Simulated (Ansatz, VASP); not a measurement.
## Two plane-wave programs on Nb2O

```
Nb O
1.0
     2.92836    0.00000    0.00000
    -1.46418    2.53604    0.00000
     0.00000    0.00000   11.09020
Nb O
4 2
Cartesian
  0.0000 1.6907 6.8016
  1.4642 0.8453 1.2565
  0.0000 1.6907 9.8337
  1.4642 0.8453 4.2886
  0.0000 1.6907 2.7725
  1.4642 0.8453 8.3176
```

Alike in both runs: functional PBE; k mesh 6 × 6 × 2; occupations gaussian, width 0.1 eV; no spin polarisation.

Ansatz relaxed the structure, and its values are those at the end. VASP's run is a single point on that final structure, the one shown.

```csv
,VASP,Ansatz
version,VASP 6.6.1,Ansatz 0.2.0
potentials or method,"VASP PAW PBE potentials, release 64 (Nb_sv, O)","scalar-relativistic, plane waves, PAW"
plane-wave cutoff (eV),520,420
valence electrons in the cell,64,64
```

```csv
,VASP,Ansatz,Ansatz less VASP
gap on the k mesh at the Fermi level (eV),none,none,-
pressure (GPa),-0.3,0.0,+0.32
rms of the force components (eV/Å),0.008,0.004,-0.0039
```

A gap of «none» marks a metal or a gap that the smearing closes. The functional is the same, so the differences come from potentials, cutoffs and numerics.

Caveats: the k mesh is coarse (spacing up to 0.41 Å⁻¹), so the values aren't converged.
